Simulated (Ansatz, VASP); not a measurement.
# Cross-check of Ba7Ti25O57 between VASP and Ansatz, part 3 of 3

Wanted: the spread between two codes on one cell, functional and k mesh. Of the first pair: The structure shown is frame 56 of Ansatz's trajectory.

VASP 6.6.1 and Ansatz 0.2.0.

So far. Step 6 (VASP: single point, PBE, pair 2): The run ends at a pressure of -1.84 GPa, with forces up to 2.4 eV/Å.

## 7. Side by side

Forces on 10 of the 89 atoms, those with the largest forces and the largest differences (eV/Å; atoms numbered as in POSCAR):

| atom | Ansatz x, y, z | VASP x, y, z |
| --- | --- | --- |
| Ti13 | 1.544, -1.502, -0.710 | 1.593, -1.496, -0.800 |
| Ti18 | 0.561, -1.732, 1.052 | 0.541, -1.776, 1.105 |
| Ti22 | -1.718, -1.388, -0.796 | -1.742, -1.322, -0.789 |
| Ti29 | -0.390, 1.384, 0.342 | -0.429, 1.474, 0.220 |
| O39 | -1.414, -1.639, -1.018 | -1.418, -1.671, -1.047 |
| O47 | 1.552, -0.961, 1.206 | 1.489, -1.053, 1.247 |
| O51 | -2.300, -0.249, -0.029 | -2.348, -0.232, -0.029 |
| O52 | -0.611, -0.083, 0.098 | -0.625, -0.049, -0.070 |
| O69 | -0.012, 0.472, -0.176 | 0.066, 0.547, -0.048 |
| O88 | -0.887, -0.631, -2.088 | -0.904, -0.615, -2.039 |

The forces differ by 47 meV/Å r.m.s., which is 6.1 % of the r.m.s. force of 0.776 eV/Å (both taken over all components).

## 8. Ansatz: dynamics, PBE

One frame of this run of dynamics is then solved in both programs, so the motion causes no difference.

The structure compared here is frame 169 of Ansatz's trajectory.

The input, input.yaml:

```yaml
crystal:
  lattice:
    - [10.88502, 0.0, 0.0]
    - [0.0, 10.88502, 0.0]
    - [0.0, 0.0, 10.88502]
  atoms:
    - { symbol: Ba, position: [0.14333, 0.10967, 0.88624] }
    - { symbol: Ba, position: [0.54721, 0.36149, 0.18802] }
    - { symbol: Ba, position: [0.26112, 0.79238, 0.42016] }
    - { symbol: Ba, position: [0.60695, 0.71486, 0.42739] }
    - { symbol: Ba, position: [0.75806, 0.05755, 0.71673] }
    - { symbol: Ba, position: [0.08775, 0.44584, 0.72672] }
    - { symbol: Ba, position: [0.97027, 0.9543, 0.26341] }
    - { symbol: Ti, position: [0.53098, 0.06191, 0.42516] }
    - { symbol: Ti, position: [0.30067, 0.48438, 0.39796] }
    - { symbol: Ti, position: [0.58917, 0.75322, 0.83434] }
    - { symbol: Ti, position: [0.42215, 0.97371, 0.70194] }
    - { symbol: Ti, position: [0.75399, 0.65413, 0.12369] }
    - { symbol: Ti, position: [0.36465, 0.37598, 0.93693] }
    - { symbol: Ti, position: [0.23364, 0.71326, 0.7779] }
    - { symbol: Ti, position: [0.43261, 0.65761, 0.11674] }
    - { symbol: Ti, position: [0.09877, 0.67027, 0.07655] }
    - { symbol: Ti, position: [0.97616, 0.81587, 0.61449] }
    - { symbol: Ti, position: [0.80204, 0.5702, 0.61744] }
    - { symbol: Ti, position: [0.8307, 0.16448, 0.03403] }
    - { symbol: Ti, position: [0.61295, 0.94549, 0.1879] }
    - { symbol: Ti, position: [0.2778, 0.91202, 0.11605] }
    - { symbol: Ti, position: [0.08275, 0.34017, 0.10657] }
    - { symbol: Ti, position: [0.48887, 0.10616, 0.96622] }
    - { symbol: Ti, position: [0.02659, 0.13306, 0.54164] }
    - { symbol: Ti, position: [0.4707, 0.51625, 0.67584] }
    - { symbol: Ti, position: [0.71809, 0.41191, 0.87041] }
    - { symbol: Ti, position: [0.33879, 0.25205, 0.61843] }
    - { symbol: Ti, position: [0.99305, 0.62519, 0.35878] }
    - { symbol: Ti, position: [0.65279, 0.3135, 0.54343] }
    - { symbol: Ti, position: [0.85121, 0.2683, 0.3175] }
    - { symbol: Ti, position: [0.26283, 0.17017, 0.32118] }
    - { symbol: Ti, position: [0.8887, 0.85311, 0.93548] }
    - { symbol: O, position: [0.56746, 0.88026, 0.73099] }
    - { symbol: O, position: [0.652, 0.95281, 0.35582] }
    - { symbol: O, position: [0.08056, 0.5081, 0.10222] }
    - { symbol: O, position: [0.67394, 0.48735, 0.55533] }
    - { symbol: O, position: [0.35836, 0.01239, 0.00997] }
    - { symbol: O, position: [0.32162, 0.85102, 0.75458] }
    - { symbol: O, position: [0.61959, 0.14447, 0.52964] }
    - { symbol: O, position: [0.14499, 0.54543, 0.3907] }
    - { symbol: O, position: [0.33594, 0.34689, 0.31006] }
    - { symbol: O, position: [0.32987, 0.57274, 0.75478] }
    - { symbol: O, position: [0.40067, 0.51536, 0.02925] }
    - { symbol: O, position: [0.72558, 0.26788, 0.96263] }
    - { symbol: O, position: [0.47592, 0.85458, 0.19719] }
    - { symbol: O, position: [0.61249, 0.02821, 0.041] }
    - { symbol: O, position: [0.11768, 0.92536, 0.06034] }
    - { symbol: O, position: [0.0127, 0.77122, 0.45944] }
    - { symbol: O, position: [0.45777, 0.94067, 0.52514] }
    - { symbol: O, position: [0.49557, 0.73961, 0.9634] }
    - { symbol: O, position: [0.59907, 0.61255, 0.17167] }
    - { symbol: O, position: [0.92022, 0.54778, 0.50069] }
    - { symbol: O, position: [0.33304, 0.32007, 0.7786] }
    - { symbol: O, position: [0.46195, 0.25834, 0.99764] }
    - { symbol: O, position: [0.2353, 0.3426, 0.53254] }
    - { symbol: O, position: [0.07722, 0.72081, 0.23528] }
    - { symbol: O, position: [0.96234, 0.35974, 0.23826] }
    - { symbol: O, position: [0.70676, 0.3151, 0.37358] }
    - { symbol: O, position: [0.1547, 0.68262, 0.91682] }
    - { symbol: O, position: [0.86709, 0.01725, 0.97289] }
    - { symbol: O, position: [0.27664, 0.75011, 0.1013] }
    - { symbol: O, position: [0.73528, 0.82102, 0.14517] }
    - { symbol: O, position: [0.84483, 0.62439, 0.26939] }
    - { symbol: O, position: [0.5698, 0.64553, 0.71265] }
    - { symbol: O, position: [0.48558, 0.34261, 0.58965] }
    - { symbol: O, position: [0.38576, 0.15341, 0.43744] }
    - { symbol: O, position: [0.3905, 0.55726, 0.52524] }
    - { symbol: O, position: [0.81996, 0.72911, 0.61663] }
    - { symbol: O, position: [0.72751, 0.29847, 0.69569] }
    - { symbol: O, position: [0.20458, 0.34475, 0.97595] }
    - { symbol: O, position: [0.27599, 0.99966, 0.25986] }
    - { symbol: O, position: [0.9509, 0.86151, 0.78573] }
    - { symbol: O, position: [0.97298, 0.24886, 0.01591] }
    - { symbol: O, position: [0.48585, 0.08649, 0.805] }
    - { symbol: O, position: [0.03309, 0.20968, 0.67963] }
    - { symbol: O, position: [0.11418, 0.71993, 0.6663] }
    - { symbol: O, position: [0.54967, 0.44239, 0.82239] }
    - { symbol: O, position: [0.8217, 0.1616, 0.19814] }
    - { symbol: O, position: [0.97245, 0.98194, 0.56506] }
    - { symbol: O, position: [0.90154, 0.19716, 0.45414] }
    - { symbol: O, position: [0.3715, 0.59708, 0.28643] }
    - { symbol: O, position: [0.31624, 0.09668, 0.66265] }
    - { symbol: O, position: [0.5358, 0.11216, 0.25497] }
    - { symbol: O, position: [0.93476, 0.72808, 0.0355] }
    - { symbol: O, position: [0.74308, 0.52305, 0.00271] }
    - { symbol: O, position: [0.7401, 0.79475, 0.89023] }
    - { symbol: O, position: [0.16883, 0.21963, 0.18984] }
    - { symbol: O, position: [0.82982, 0.50787, 0.7673] }
    - { symbol: O, position: [0.13838, 0.12174, 0.42783] }
kpoints:
  mp_grid: { grid: [1, 1, 1] }
hamiltonian:
  xc: pbe
scf:
  occupations: { method: fixed }
output:
  forces: true
md:
  timestep: 1.0
  n_steps: 169
  ensemble: nve
  temperature: 400
  initial_velocities: maxwell_boltzmann
  seed: 2586
```

Launch:

```
$ ansatz run input.yaml --threads 4 --pin off --max-ram 8192MiB --backend cpu --events-out ev --progress --plain --runs-dir out
```

Numbers of over 12 decimals in the logs are rounded to 6 here.

Output:

```text
[...]
Crystal: 89 atoms, lattice volume = 1289.697 Å³
Basis set: ecut = 420 eV, 25269 PW (Γ), exchange–correlation on 150×150×150 points (8 copies of the dense FFT grid, shifted against one another)
Bands: 445, of which v1, the nominal top of the filled ones, is band 356 counted from 1 (355 counted from 0)
Symmetry: 1 space group operations
k-points: 1
[...]
atom   8  Ti    -1.46992819    -1.54156135    -1.65721772
[...]
atom  86  O     -0.48149544    -0.33333948     0.52367949
  atom  87  O     -0.09441826    -1.04671046     0.89210326
  atom  88  O     -1.25531015     0.37672898    -0.15024424
  atom  89  O     -0.95235847    -0.66669935     0.11871951
  max |Σ_I F_I| component: 8.66e-5 eV/Å
--- MD trajectory: 169 steps, t = 0.0 → 169.0 fs ---
[...]
conserved energy: peak-to-peak 6.587e-3 eV (7.401e-5 eV/atom) over 169.0 fs
[key lines of the parts left out:]
SCF converged after 10 iterations
Free energy (F): -136601.945526 eV
Fermi energy:    6.400983 eV
```

## 9. VASP: single point, PBE, pair 3

The same cell, functional and mesh now go to VASP, with its own data sets.

The input, INCAR:

```
SYSTEM = Ba7Ti25O57
PREC = Accurate
ENCUT = 520
EDIFF = 1E-06
NELM = 120
ISMEAR = 0
SIGMA = 0.01
LREAL = Auto
ALGO = Normal
GGA = PE
NBANDS = 424
LASPH = .TRUE.
LORBIT = 11
LWAVE = .FALSE.
LCHARG = .FALSE.
ISIF = 2
GGA_COMPAT = .FALSE.
EFERMI = MIDGAP
NCORE = 2
```

The input, POSCAR:

```
Ba7Ti25O57
1.0
   10.8850200000      0.0000000000      0.0000000000
    0.0000000000     10.8850200000      0.0000000000
    0.0000000000      0.0000000000     10.8850200000
Ba Ti O
7 25 57
Direct
    0.1550203858      0.1234632550      0.8878899625
    0.5449691411      0.3803300315      0.1902798525
    0.2588879028      0.7705727688      0.4192183386
    0.5855937793      0.6850791271      0.4273763392
    0.7425893567      0.0601652546      0.7242706031
    0.0804040783      0.4438577054      0.7185747017
    0.9644722747      0.9360570766      0.2679002887
    0.5260440495      0.0633071873      0.4163336402
    0.3014234241      0.4735498878      0.4008720241
    0.6003480012      0.7628833020      0.8303705459
    0.4144135702      0.9685145273      0.6839399468
    0.7661079171      0.6556258050      0.1205234350
    0.3541288854      0.4004126772      0.9297640243
    0.2404405320      0.7093969510      0.7756807061
    0.4435453495      0.6704075877      0.1274963206
    0.1264857575      0.6756441421      0.0731004628
    0.9744217282      0.8055015057      0.6244912733
    0.7935768607      0.5644730097      0.6180971647
    0.8216613291      0.1592647510      0.0361781604
    0.6072933261      0.9561672831      0.1912904156
    0.2853646571      0.9237925149      0.1075239182
    0.0791362809      0.3379231274      0.1171793897
    0.4950381350      0.1129258375      0.9446376764
    0.0314652614      0.1287365572      0.5528147858
    0.4736601311      0.5085613072      0.6695164547
    0.7081475275      0.4342481686      0.8774719752
    0.3398615712      0.2526040375      0.6216433227
    0.0074579560      0.6303341657      0.3469538871
    0.6543671945      0.3203760765      0.5379503207
    0.8675684565      0.2807711883      0.3232975227
    0.2568116549      0.1753418919      0.3285157032
    0.8964889362      0.8466222386      0.9480092825
    0.5623140793      0.9042702724      0.7529338485
    0.6550562149      0.9339165201      0.3421858664
    0.1097104094      0.5233339029      0.1276984333
    0.6568017330      0.5033706874      0.5528974683
    0.3540094552      0.0401009828      0.0016260880
    0.3194206350      0.8549456041      0.7570495966
    0.6168477412      0.1405325851      0.5167560556
    0.1605509223      0.5565722433      0.4045743600
    0.3246480025      0.3428565129      0.3079920845
    0.3343126609      0.5677251856      0.7398149016
    0.4032790018      0.5189241729      0.0329443584
    0.7385562911      0.2712351470      0.9391714485
    0.4644823804      0.8506093696      0.1795954440
    0.6444820496      0.0546163443      0.0411482937
    0.1314467038      0.8942748842      0.0402112261
    0.9974735921      0.7587583670      0.4541103278
    0.4434810409      0.9289004522      0.5206145694
    0.5146981815      0.7306830856      0.9645641441
    0.6127044323      0.6266961384      0.1949284429
    0.9264842876      0.5240872318      0.5439218302
    0.3082217580      0.3234261398      0.7652443450
    0.4439128270      0.2699857235      0.9962682659
    0.2346343874      0.3416162763      0.5227826867
    0.0789709160      0.7351754981      0.2323100922
    0.9849775196      0.3760489186      0.2559848305
    0.7290569976      0.3438578891      0.3704816344
    0.1460080000      0.6586942422      0.9000810288
    0.9059606689      0.0365272641      0.9746605886
    0.2841887291      0.7427179739      0.1155165539
    0.7539903464      0.8243622887      0.1389524319
    0.8511605858      0.6327227695      0.2731184692
    0.5839125698      0.6525206201      0.6995209931
    0.4886256525      0.3367380124      0.5974816767
    0.3919515077      0.1649790262      0.4401829303
    0.4037016009      0.5658969850      0.5106283682
    0.8238570072      0.7369945117      0.6208624330
    0.7399710795      0.2883779727      0.6637470579
    0.2029027048      0.3504081756      0.9833238708
    0.2549191458      0.9864106818      0.2593564366
    0.9642426013      0.8386204159      0.7957817257
    0.9538338009      0.2664303786      0.0324666376
    0.4775921404      0.1312078434      0.7836274072
    0.0400826089      0.2110147708      0.6871094403
    0.1340833549      0.7010735855      0.6454283042
    0.5449232064      0.4545696747      0.8203475970
    0.8280738115      0.1566832215      0.2146619850
    0.9751291224      0.9752118048      0.6016066117
    0.9087351241      0.1865591427      0.4522270056
    0.3836097683      0.5885703471      0.2829576795
    0.2802015982      0.0971059309      0.6552675144
    0.5258603108      0.1084609858      0.2459251338
    0.9361673199      0.7084598834      0.0374275840
    0.7269348150      0.5145420036      0.0230592135
    0.7533380738      0.8194840248      0.8723456640
    0.1734493827      0.2168576631      0.1741108422
    0.8359745779      0.4948727701      0.7790339384
    0.1474962839      0.1240512190      0.4307479453
```

The input, KPOINTS:

```
Automatic mesh
0
Gamma
1 1 1
0 0 0
```

PAW data sets: Ba_sv, Ti_sv and O (PBE family, release 64).

Launch:

```
$ mpirun -np 8 vasp_gam
```

Output:

```text
[... set-up lines as in an earlier step ...]
 entering main loop
       N       E                     dE             d eps       ncg     rms          rms(c)
DAV:   1     0.133827413388E+05    0.13383E+05   -0.38903E+05   848   0.200E+03
DAV:   2     0.236308647175E+04   -0.11020E+05   -0.10545E+05   848   0.616E+02
DAV:   3    -0.618239342655E+03   -0.29813E+04   -0.28470E+04  1040   0.275E+02
DAV:   4    -0.953382357062E+03   -0.33514E+03   -0.33374E+03  1184   0.102E+02
[...]
DAV:  19    -0.752261543735E+03   -0.17885E-04   -0.30222E-05  1080   0.123E-02    0.959E-03
DAV:  20    -0.752261546023E+03   -0.22881E-05   -0.99659E-06  1064   0.735E-03    0.458E-03
DAV:  21    -0.752261546254E+03   -0.23094E-06   -0.26841E-06   664   0.389E-03
   1 F= -.75226155E+03 E0= -.75226155E+03  d E =0.000000E+00
```

From OUTCAR (step 9):

```text
  Total       10.9765322      1.2469854     10.9518775     -7.3672437      7.1324586     -2.2240168
  in kB       13.6360330      1.5491171     13.6054048     -9.1522510      8.8605800     -2.7628731
  external PRESSURE =       9.5968516 kB  Pullay stress =       0.0000000 kB

  FREE ENERGIE OF THE ION-ELECTRON SYSTEM (eV)
  ---------------------------------------------------
  free  energy   TOTEN  =      -752.2615462539 eV

  energy  without entropy=     -752.2615462539  energy(sigma->0) =     -752.26154625

[... 1 part as in an earlier step ...]

[... 1 further part left out ...]
[key lines of the parts left out:]
E-fermi :   3.5368
```

The run ends at a pressure of 0.96 GPa, with forces up to 3.9 eV/Å.

## 10. Comparison

Forces on 10 of the 89 atoms, those with the largest forces and the largest differences (eV/Å; atoms numbered as in POSCAR):

| atom | Ansatz x, y, z | VASP x, y, z |
| --- | --- | --- |
| Ba3 | 0.337, 0.804, -0.116 | 0.395, 0.976, -0.071 |
| Ba4 | 0.297, 1.229, -0.829 | 0.416, 1.453, -0.861 |
| Ba7 | -0.259, 0.332, -0.230 | -0.328, 0.499, -0.200 |
| Ti8 | -1.470, -1.542, -1.657 | -1.514, -1.654, -1.709 |
| Ti12 | 0.892, 1.167, 2.575 | 0.912, 1.127, 2.529 |
| Ti18 | 2.356, 0.703, 2.997 | 2.281, 0.731, 3.086 |
| O36 | -1.272, -1.614, -1.256 | -1.295, -1.738, -1.217 |
| O39 | 1.818, 1.026, 1.226 | 1.878, 1.096, 1.278 |
| O58 | -2.355, 1.023, 0.784 | -2.406, 1.064, 0.813 |
| O60 | 0.172, -2.300, -0.896 | 0.228, -2.380, -0.938 |

The forces differ by 54 meV/Å r.m.s., which is 6.4 % of the r.m.s. force of 0.844 eV/Å (both taken over all components).

## 11. What came out

* r.m.s. force difference (single point, PBE, pair 1): 6.4 % of the r.m.s. force
* r.m.s. force difference (single point, PBE, pair 2): 6.1 % of the r.m.s. force
* r.m.s. force difference (single point, PBE, pair 3): 6.4 % of the r.m.s. force

In words: The r.m.s. force difference is 6.4 % of the r.m.s. force (single point, PBE, pair 3), beyond the 3 % picked in this series as the mark of a large difference. What causes the difference of the single point, PBE, pair 1 pair stays open here. What causes the difference of the single point, PBE, pair 2 pair stays open here. What causes the difference of the single point, PBE, pair 3 pair stays open here. Such differences can come from data sets, numerical settings and the points named under the comparisons, not from the functional's error against experiment.

[Lines on the potential files, build, host, timing and source positions are cut from VASP's logs without a mark.]

[Logs are printed without paths, hosts, clocks, repeated set-up lines and the standing remarks that a program may print on its own settings, such as how far it seeks lower states.]

[Hosts, paths, dates, database ids (printed as entryN), source tags and the programs' standing remarks are cut or masked in the printed files.]
